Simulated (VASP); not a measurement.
```xyz
3
Lattice="1.8384 -3.1842 0.0000 1.8384 3.1842 0.0000 0.0000 0.0000 5.8716" Properties=species:S:1:pos:R:3 pbc="T T T"
Zr     0.0000     0.0000     0.0000
S      1.8384     1.0614     1.4418
S      1.8384    -1.0614     4.4298
```

Method: r2SCAN+rVV10, VASP's PBE PAW potentials (set 64) (plane waves; VASP). Run with 520 eV cut-off, 8×8×4 Γ-centred mesh, tetrahedra with Blöchl corrections, potentials Zr_sv S.

The cores are frozen, which limits the accuracy of field gradients.

### Question
Give the principal components of the electric field gradient (V/Å²) and the asymmetry η at each nucleus.

### Answer

```tsv
atom	Vxx	Vyy	Vzz	η
Zr1	3.4	3.4	-6.8	0.00
S2	0.1	0.1	-0.2	-
S3	0.1	0.1	-0.2	-
```

The compound is ZrS2 in the 1T layered structure. It was relaxed first.
